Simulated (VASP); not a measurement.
Given:

```yaml
crystal:
  lattice:
    - [8.78000, 0.00000, 0.00000]
    - [-4.39000, 7.60370, 0.00000]
    - [0.00000, 0.00000, 7.52000]
  atoms:
    - { symbol: O, position: [0.00000, 0.00000, 0.00000] }
    - { symbol: O, position: [0.00000, 0.00000, 0.50000] }
    - { symbol: Cs, position: [0.25000, 0.00000, 0.25000] }
    - { symbol: Cs, position: [0.25000, 0.25000, 0.75000] }
    - { symbol: Cs, position: [0.00000, 0.25000, 0.25000] }
    - { symbol: Cs, position: [0.75000, 0.00000, 0.75000] }
    - { symbol: Cs, position: [0.75000, 0.75000, 0.25000] }
    - { symbol: Cs, position: [0.00000, 0.75000, 0.75000] }
```

These are PBEsol GGA, VASP's PBE PAW potentials (set 64) (plane waves; VASP) values and carry that method's errors. Settings: 400 eV cut-off, 3×3×3 Γ-centred mesh, Gaussian smearing of 0.20 eV, potentials O Cs_sv.

**Question.** Give the energies of bands 27 to 38 at the high-symmetry points, in eV from the Fermi level.

**Answer.** 
```csv
band,Γ,M,K,A,L,H
27,-1.67,-1.77,-1.75,-1.72,-1.73,-1.70
28,-1.67,-1.72,-1.75,-1.72,-1.73,-1.70
29,-1.64,-1.66,-1.68,-1.72,-1.68,-1.70
30,-1.64,-1.65,-1.65,-1.72,-1.68,-1.70
31,-1.64,-1.64,-1.65,-1.71,-1.60,-1.60
32,-1.54,-1.55,-1.56,-1.71,-1.60,-1.60
33,-1.15,-0.30,-0.09,-0.25,0.17,0.35
34,0.79,-0.22,-0.09,-0.25,0.17,0.35
35,0.87,0.88,0.24,1.32,0.42,0.35
36,1.25,1.02,1.13,1.32,0.42,0.35
37,1.25,1.44,1.47,1.73,1.34,0.88
38,1.42,1.51,1.47,1.73,1.34,0.88
```

It has no gap at this level: it comes out as a metal or semimetal.

The structure comes from a measured Cs3O entry of the Crystallography Open Database, whose conditions weren't checked. The cell was not relaxed at this level.
